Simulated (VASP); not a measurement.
Output of a VASP run:

File OSZICAR:
```
       N       E                     dE             d eps       ncg     rms          rms(c)
DAV:   1     0.931748240250E+00    0.93175E+00   -0.34384E+03   576   0.588E+02
DAV:   2    -0.172347027047E+01   -0.26552E+01   -0.25547E+01   704   0.372E+01
DAV:   3    -0.174027081739E+01   -0.16801E-01   -0.16759E-01   848   0.339E+00
DAV:   4    -0.174029680988E+01   -0.25992E-04   -0.25991E-04   720   0.880E-02
DAV:   5    -0.174029682065E+01   -0.10766E-07   -0.10748E-07   808   0.248E-03    0.800E+00
DAV:   6    -0.174807803197E+01   -0.77812E-02   -0.85529E-04   656   0.282E-01    0.480E+00
DAV:   7    -0.175275682156E+01   -0.46788E-02   -0.19760E-03   672   0.438E-01    0.379E-02
DAV:   8    -0.175274516277E+01    0.11659E-04   -0.46743E-05   640   0.670E-02    0.175E-02
DAV:   9    -0.175274542830E+01   -0.26554E-06   -0.73369E-06   736   0.250E-02
   1 F= -.17527454E+01 E0= -.17377493E+01  d E =-.299922E-01
```

File OUTCAR:
```
------------------------ aborting loop because EDIFF is reached ----------------------------------------
  FORCE on cell =-STRESS in cart. coord.  units (eV):
  Direction    XX          YY          ZZ          XY          YZ          ZX
  --------------------------------------------------------------------------------------
  Total       -0.1973185     -0.1973185     -0.1973185     -0.0000000     -0.0000000      0.0000000
  in kB       -8.0799037     -8.0799037     -8.0799037     -0.0000000     -0.0000000      0.0000000
  external PRESSURE =      -8.0799037 kB  Pullay stress =       0.0000000 kB
  volume of cell :       39.13
      direct lattice vectors                 reciprocal lattice vectors
     0.000000000  2.694516000  2.694516000    -0.185562082  0.185562082  0.185562082
     2.694516000  0.000000000  2.694516000     0.185562082 -0.185562082  0.185562082
     2.694516000  2.694516000  0.000000000     0.185562082  0.185562082 -0.185562082
 POSITION                                       TOTAL-FORCE (eV/Angst)
 -----------------------------------------------------------------------------------
      0.00000      0.00000      0.00000         0.000000      0.000000      0.000000
 -----------------------------------------------------------------------------------
    total drift:                               -0.000000      0.000000     -0.000000
  FREE ENERGIE OF THE ION-ELECTRON SYSTEM (eV)
  ---------------------------------------------------
  free  energy   TOTEN  =        -1.7527454283 eV

  energy  without entropy=       -1.7227532559  energy(sigma->0) =       -1.73774934
```
(Selected blocks of OUTCAR.)

**POSCAR**
```
Yb
1
    0.0000000000     2.6945160000     2.6945160000
    2.6945160000     0.0000000000     2.6945160000
    2.6945160000     2.6945160000     0.0000000000
Yb
1
Direct
  0.0000000000   0.0000000000   0.0000000000
```

Question: Reconstruct the remaining input files.

Answer: Several could match; the one computed here: the input of the run itself, PBEsol GGA, plane waves, VASP's PBE PAW potentials (set 64).

### INCAR
```
SYSTEM  =  Yb
PREC  =  Accurate; ENCUT  =  300; LREAL  =  .FALSE.
LASPH  =  .TRUE.
EDIFF  =  1E-6; NELM  =  100; ALGO  =  Normal
LMAXMIX  =  6
ISMEAR  =  -1; SIGMA  =  0.1
GGA  =  PS
ISIF  =  2
LWAVE  =  .FALSE.; LCHARG  =  .FALSE.
```

File KPOINTS:
```
Automatic mesh
0
Gamma
9 9 9
0 0 0
```

POTCAR, in this order: Yb_2 (PBE.64 set). Program: vasp_std.

The 4f electrons are frozen in the core of the lanthanide potential, so 4f levels, which can set the real gap, and their magnetism are missing. At this cut-off the stress carries a Pulay error, which pulls relaxed volumes low.

The structure is a typed Yb crystal (Fm-3m). The cell was not relaxed at this level. The run is one of a series of settings (GGA = PS against the base run), some of them coarse on purpose.
